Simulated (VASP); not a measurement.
Level of theory: PBE GGA, VASP's PBE PAW potentials (set 64) (plane waves; VASP).

A VASP calculation is set up with these files.

INCAR:
```
# general
SYSTEM  = BP
PREC    = Accurate
ENCUT   = 600
LREAL   = .FALSE.
LASPH   = .TRUE.

# electronic loop
EDIFF   = 1E-7
NELM    = 100
ALGO    = Normal

# smearing
ISMEAR  = 0
SIGMA   = 0.05

# functional
GGA     = PE

# ions
IBRION  = 2
NSW     = 40
ISIF    = 3
EDIFFG  = -0.01
PSTRESS = 50

# output
LWAVE   = .FALSE.
LCHARG  = .FALSE.
```

### POSCAR
```
BP
1
    0.0000000000     2.2731460608     2.2731460608
    2.2731460608     0.0000000000     2.2731460608
    2.2731460608     2.2731460608     0.0000000000
B P
1 1
Direct
  0.0000000000   0.0000000000   0.0000000000
  0.2500000000   0.2500000000   0.2500000000
```

### KPOINTS
```
Regular mesh
0
Gamma
 10 10 10
```

POTCAR, in this order: B P (PBE.64 set). Program: vasp_std.

The run wrote:

File OUTCAR:
```
 ion  position               nearest neighbor table
   1  0.000  0.000  0.000-   2 1.97   2 1.97   2 1.97   2 1.97
   2  0.250  0.250  0.250-   1 1.97   1 1.97   1 1.97   1 1.97
  LATTYP: Found a face centered cubic cell.
 ALAT       =     4.5462921216
 Subroutine PRICEL returns:
 Original cell was already a primitive cell.
 Subroutine GETGRP returns: Found 24 space group operations
The static configuration has the point symmetry T_d .
The dynamic configuration has the point symmetry T_d .
 Subroutine INISYM returns: Found 24 space group operations
 Subroutine IBZKPT returns following result:
 Found     47 irreducible k-points:

 Following reciprocal coordinates:
            Coordinates               Weight
  0.000000  0.000000  0.000000      1.000000
  0.100000  0.000000  0.000000      8.000000
  0.200000  0.000000  0.000000      8.000000
  0.300000  0.000000  0.000000      8.000000
  0.400000  0.000000  0.000000      8.000000
  0.500000  0.000000  0.000000      4.000000
  0.100000  0.100000  0.000000      6.000000
  0.200000  0.100000  0.000000     24.000000
  0.300000  0.100000  0.000000     24.000000
  0.400000  0.100000  0.000000     24.000000
  0.500000  0.100000  0.000000     24.000000
 -0.400000  0.100000  0.000000     24.000000
 -0.300000  0.100000  0.000000     24.000000
 -0.200000  0.100000  0.000000     24.000000
 -0.100000  0.100000  0.000000     12.000000
  0.200000  0.200000  0.000000      6.000000
  0.300000  0.200000  0.000000     24.000000
  0.400000  0.200000  0.000000     24.000000
  0.500000  0.200000  0.000000     24.000000
 -0.400000  0.200000  0.000000     24.000000
 -0.300000  0.200000  0.000000     24.000000
 -0.200000  0.200000  0.000000     12.000000
  0.300000  0.300000  0.000000      6.000000
  0.400000  0.300000  0.000000     24.000000
...
```

File OSZICAR:
```
       N       E                     dE             d eps       ncg     rms          rms(c)
DAV:   1     0.105672460678E+02    0.10567E+02   -0.44351E+03   752   0.100E+03
DAV:   2    -0.133700292118E+02   -0.23937E+02   -0.23269E+02  1176   0.117E+02
DAV:   3    -0.136279319985E+02   -0.25790E+00   -0.25790E+00   888   0.157E+01
DAV:   4    -0.136285543115E+02   -0.62231E-03   -0.62231E-03  1208   0.806E-01
DAV:   5    -0.136285546318E+02   -0.32024E-06   -0.32024E-06   912   0.150E-02    0.714E+00
DAV:   6    -0.130291213138E+02    0.59943E+00   -0.16194E+00   816   0.696E+00    0.390E+00
DAV:   7    -0.129400237176E+02    0.89098E-01   -0.25426E-01  1136   0.308E+00    0.129E+00
DAV:   8    -0.129319705367E+02    0.80532E-02   -0.28215E-02   832   0.116E+00    0.213E-01
DAV:   9    -0.129322779891E+02   -0.30745E-03   -0.50303E-04  1056   0.206E-01    0.120E-01
DAV:  10    -0.129324744058E+02   -0.19642E-03   -0.28857E-04   848   0.134E-01    0.261E-02
DAV:  11    -0.129324853182E+02   -0.10912E-04   -0.13827E-05  1072   0.325E-02    0.316E-02
DAV:  12    -0.129324860980E+02   -0.77979E-06   -0.32666E-06   800   0.118E-02    0.638E-03
DAV:  13    -0.129324860481E+02    0.49911E-07   -0.73296E-08   672   0.239E-03
   1 F= -.12199372E+02 E0= -.12199372E+02  d E =-.121994E+02
       N       E                     dE             d eps       ncg     rms          rms(c)
DAV:   1    -0.129225644951E+02    0.99216E-02   -0.85061E-01   856   0.749E+00    0.118E+00
DAV:   2    -0.129032496202E+02    0.19315E-01   -0.38407E-02   992   0.127E+00    0.617E-01
DAV:   3    -0.128978012591E+02    0.54484E-02   -0.11566E-02   856   0.622E-01    0.189E-01
DAV:   4    -0.128974556437E+02    0.34562E-03   -0.37987E-04   952   0.151E-01    0.142E-01
DAV:   5    -0.128973832474E+02    0.72396E-04   -0.13678E-04  1016   0.838E-02    0.618E-02
DAV:   6    -0.128973848452E+02   -0.15979E-05   -0.41174E-06   824   0.168E-02    0.811E-03
DAV:   7    -0.128973852285E+02   -0.38332E-06   -0.47637E-07   968   0.462E-03    0.150E-03
DAV:   8    -0.128973850888E+02    0.13978E-06   -0.45734E-08   416   0.166E-03    0.155E-04
DAV:   9    -0.128973850852E+02    0.35536E-08   -0.37005E-09   376   0.525E-04
   2 F= -.12202454E+02 E0= -.12202454E+02  d E =-.308170E-02
       N       E                     dE             d eps       ncg     rms          rms(c)
DAV:   1    -0.129274462209E+02   -0.30061E-01   -0.17192E-01   840   0.331E+00    0.519E-01
DAV:   2    -0.129234602538E+02    0.39860E-02   -0.82361E-03  1000   0.587E-01    0.277E-01
DAV:   3    -0.129223475098E+02    0.11127E-02   -0.23250E-03   864   0.278E-01    0.725E-02
DAV:   4    -0.129222612542E+02    0.86256E-04   -0.89120E-05   960   0.717E-02    0.564E-02
DAV:   5    -0.129222412640E+02    0.19990E-04   -0.24257E-05  1024   0.354E-02    0.271E-02
DAV:   6    -0.129222401821E+02    0.10819E-05   -0.71326E-07   832   0.706E-03    0.285E-03
DAV:   7    -0.129222400611E+02    0.12103E-06   -0.82551E-08   488   0.191E-03    0.768E-04
DAV:   8    -0.129222401238E+02   -0.62703E-07   -0.10269E-08   376   0.899E-04
   3 F= -.12210161E+02 E0= -.12210161E+02  d E =-.107893E-01
```

### OUTCAR
```
------------------------ aborting loop because EDIFF is reached ----------------------------------------
  FORCE on cell =-STRESS in cart. coord.  units (eV):
  Direction    XX          YY          ZZ          XY          YZ          ZX
  --------------------------------------------------------------------------------------
  Total        0.7111853      0.7111853      0.7111853      0.0000000      0.0000000      0.0000000
  in kB       49.9372654     49.9372654     49.9372654      0.0000000      0.0000000      0.0000000
  external PRESSURE =      -0.0627346 kB  Pullay stress =      50.0000000 kB
  volume of cell :       22.82
      direct lattice vectors                 reciprocal lattice vectors
     0.000000000  2.251193665  2.251193665    -0.222104392  0.222104392  0.222104392
     2.251193665 -0.000000000  2.251193665     0.222104392 -0.222104392  0.222104392
     2.251193665  2.251193665 -0.000000000     0.222104392  0.222104392 -0.222104392
  FREE ENERGIE OF THE ION-ELECTRON SYSTEM (eV)
  ---------------------------------------------------
  free  energy   TOTEN  =       -12.9222401238 eV

  energy  without entropy=      -12.9222401238  energy(sigma->0) =      -12.92224012
  enthalpy is  TOTEN    =       -12.2101614302 eV   P V=        0.7120786935

 reached required accuracy - stopping structural energy minimisation
```
(Selected blocks of OUTCAR.)

**CONTCAR**
```
BP
   1.00000000000000
     0.0000000000000000    2.2511936645202870    2.2511936645202870
     2.2511936645202870   -0.0000000000000000    2.2511936645202870
     2.2511936645202870    2.2511936645202870   -0.0000000000000000
  B               P
     1     1
Direct
     0.0000000000000000    0.0000000000000000    0.0000000000000000
     0.2500000000000000    0.2500000000000000    0.2500000000000000
```

Energy and stress use the plane-wave basis of the starting cell.

The compound is BP in the zinc blende structure. This run relaxes it under an external pressure of 5 GPa. Symmetry was kept, so distortions that lower it aren't found.
